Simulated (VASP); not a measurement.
HPbNO4:

```
H Pb N O
1.0
     5.17188    0.00000    0.00000
     0.00000    3.04164    0.00000
    -0.16240    0.00000    5.52803
H Pb N O
1 1 1 4
Direct
  0.50000 0.00000 0.50000
  0.50000 0.00000 0.00000
  0.00000 0.50000 0.50000
  0.18358 0.00000 0.72055
  0.65616 0.50000 0.71124
  0.34384 0.50000 0.28876
  0.81642 0.00000 0.27945
```

The cell was built by a generator and needn't be a form met in nature.

```yaml
Program: VASP 6.6.1
Task: relaxation of cell and atoms
Functional: PBE
Potentials_or_basis: VASP PAW PBE potentials, release 64 (H, Pb_d, N, O)
Cutoff: 520 eV
k_mesh: 4 × 6 × 3
Occupations: gaussian, width 0.15 eV
Spin: no spin polarisation
```

At the start: pressure -15.4 GPa; volume 12.42 Å³/atom.

Q: Where does the relaxation end?

A: Over 22 steps the energy falls by 706.8 meV/atom and the volume is 10.13 Å³/atom (-18.5 %); space group P2/m (No. 10, to 0.05 Å).

The path:
| step | energy change (eV) | largest force (eV/Å) | pressure (GPa) | volume (Å³) |
| --- | --- | --- | --- | --- |
| 1 | 0.0000 | 1.9658 | -15.36 | 86.96 |
| 2 | -1.6450 | 1.7395 | -1.19 | 72.69 |
| 3 | -1.7721 | 1.5087 | 7.19 | 68.70 |
| 4 | -2.5846 | 1.5995 | 7.92 | 67.90 |
| 5 | -2.7218 | 2.2825 | 10.99 | 67.23 |
| 6 | -3.3396 | 2.1398 | 4.74 | 70.27 |
| 7 | -3.5650 | 1.7105 | -2.20 | 76.86 |
| 8 | -3.6950 | 1.5714 | -0.27 | 73.97 |
| 9 | -3.7071 | 1.4684 | -0.78 | 74.53 |
| 10 | -3.9320 | 1.0247 | -0.77 | 74.01 |
| 11 | -4.2573 | 0.8283 | 0.97 | 72.32 |
| 12 | -4.3902 | 0.8292 | 0.13 | 72.68 |
| 13 | -4.5809 | 1.0929 | -1.36 | 73.34 |
| 14 | -4.5936 | 1.2937 | -2.91 | 74.30 |
| 15 | -4.6522 | 1.2114 | -2.49 | 73.86 |
| 16 | -4.7742 | 0.8516 | -2.12 | 73.32 |
| 17 | -4.8909 | 0.8598 | -0.39 | 71.92 |
| 18 | -4.8938 | 0.7230 | -0.49 | 72.12 |
| 19 | -4.9304 | 0.2469 | -1.01 | 71.84 |
| 20 | -4.9369 | 0.2514 | -1.31 | 71.55 |
| 21 | -4.9382 | 0.1424 | -1.26 | 71.62 |
| 22 | -4.9478 | 0.0546 | 0.21 | 70.89 |

Final structure:
```
CELL_PARAMETERS angstrom
4.23369 0.00000 0.24969
0.00000 3.18506 0.00000
-0.00615 0.00000 5.25697
ATOMIC_POSITIONS crystal
H 0.50000 0.00000 0.50000
Pb 0.50000 0.00000 0.00000
N 0.00000 0.50000 0.50000
O 0.24730 0.00000 0.62241
O 0.77552 0.50000 0.81541
O 0.22448 0.50000 0.18459
O 0.75270 0.00000 0.37759
```

Caveat: the volume moved by over 15 % at a fixed basis, so the end points are rough.
